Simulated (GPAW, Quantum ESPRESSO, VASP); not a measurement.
# One structure in several programs: Mo (Im-3m, 1 atom in the cell)

Self-consistent single point.

```xyz
1
Lattice="-1.5750 1.5750 1.5750 1.5750 -1.5750 1.5750 1.5750 1.5750 -1.5750" Properties=species:S:1:pos:R:3 pbc="T T T"
Mo     0.0000     0.0000     0.0000
```

Shared settings, as Quantum ESPRESSO writes them: occupations = smearing; smearing = gaussian; degauss = 0.0036749 Ry; K_POINTS = automatic 4 4 4 0 0 0. Potentials and cutoffs stand in the table.

```json
[
 {"code": "Quantum ESPRESSO", "model": "PBE, PSlibrary ultrasoft (PBE, semicore) pseudopotentials", "pressure (GPa)": "2.30", "cutoff": "55 Ry"},
 {"code": "GPAW", "model": "PBE, GPAW PAW datasets PBE (gpaw-data 1.0.1)", "pressure (GPa)": "2.84", "cutoff": "600 eV"},
 {"code": "VASP", "model": "PBE, VASP's PBE PAW potentials (set 64)", "pressure (GPa)": "3.36", "cutoff": "300 eV"}
]
```

On Quantum ESPRESSO's run: spin polarisation is off.

The spread over the programs that give each value: pressure within 1.06 GPa.

On the base mesh (10 10 10 0 0 0) the same programs gave: Quantum ESPRESSO pressure 1.11 GPa; GPAW pressure 1.61 GPa; VASP pressure 2.12 GPa.

The values differ from the base mesh's, so the mesh still matters here: the table compares the programs at equal settings.

VASP's run is marked for a possible Pulay error in its stress at this cutoff; no cutoff test was made.

The starting cell has typed, rounded lattice constants, without a prior relaxation at this level.

Left out of this page: Ansatz, ABINIT, Elk, FLEUR and SIESTA (not drawn, or without a comparable value).
